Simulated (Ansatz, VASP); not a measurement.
## One calculation of CsB3N3, two programs

Contents of INCAR:

```
PREC     = Accurate       # precision mode
ENCUT    = 520            # plane-wave cutoff, eV
EDIFF    = 1E-6           # SCF threshold, eV
ISMEAR   = 0              # smearing method
SIGMA    = 0.2            # smearing width, eV
LREAL    = F              # projectors in reciprocal space
LASPH    = T              # aspherical terms in the spheres
NELM     = 80             # most SCF steps
ALGO     = Normal         # electronic algorithm
ISIF     = 2              # what is computed and relaxed
LWAVE    = F              # write WAVECAR
LCHARG   = T              # write CHGCAR
GGA      = PE             # functional
LELF     = T              # ELF
LVHAR    = T            
NBANDS   = 26             # bands
```

File KPOINTS:

```
regular mesh
0
Gamma
  6 6 2
```

Contents of POSCAR:

```
CsB3N3
1.0
    4.3687682113      0.0000000000      0.0000000000
   -2.1843841056      3.7834642543      0.0000000000
    0.0000000000      0.0000000000      9.6235860555
Cs B N
1 3 3
Direct
    0.0000000000      0.0000000000      0.5000000000
    0.3333333333      0.6666666667      0.0000000000
    0.6666666667      0.3333333333      0.0000000000
    0.0000000000      0.0000000000      0.0000000000
    0.3332814006      0.0000000000      0.0000000000
    1.0000000000      0.3332814006      0.0000000000
    0.6667185994      0.6667185994      0.0000000000
```

Input for Ansatz:

```yaml
crystal:
  lattice:
    - [4.3687682113, 0.0, 0.0]
    - [-2.1843841056, 3.7834642543, 0.0]
    - [0.0, 0.0, 9.6235860555]
  atoms:
    - { symbol: Cs, position: [0.0, 0.0, 0.5] }
    - { symbol: B, position: [0.3333333333, 0.6666666667, 0.0] }
    - { symbol: B, position: [0.6666666667, 0.3333333333, 0.0] }
    - { symbol: B, position: [0.0, 0.0, 0.0] }
    - { symbol: "N", position: [0.3332814006, 0.0, 0.0] }
    - { symbol: "N", position: [1.0, 0.3332814006, 0.0] }
    - { symbol: "N", position: [0.6667185994, 0.6667185994, 0.0] }
basis:
  ecutwfc: 420
kpoints:
  mp_grid: { grid: [6, 6, 2] }
hamiltonian:
  xc: pbe
scf:
  occupations: { method: gaussian, width: 0.2 }
  lower_state_search: "off"
output:
  forces: true
  stress: true
  eigenvalues: true
```

Alike in both runs: task single point; functional PBE; k mesh 6 × 6 × 2; occupations gaussian, width 0.2 eV; no spin polarisation.

```csv
,VASP,Ansatz
version,VASP 6.6.1,Ansatz 0.2.0
potentials or method,"VASP PAW PBE potentials, release 64 (Cs_sv, B, N)","scalar-relativistic, plane waves, PAW"
plane-wave cutoff (eV),520,420
valence electrons in the cell,33,33
```

```tsv
	VASP	Ansatz	Ansatz less VASP
gap on the k mesh at the Fermi level (eV)	none	none	-
pressure (GPa)	0.1	0.1	-0.01
largest component of the traceless stress (GPa)	0.08	0.01	-0.078
```

A gap of «none» marks a metal or a gap that the smearing closes.

Spin-orbit coupling is left out, which matters for the levels of Cs.
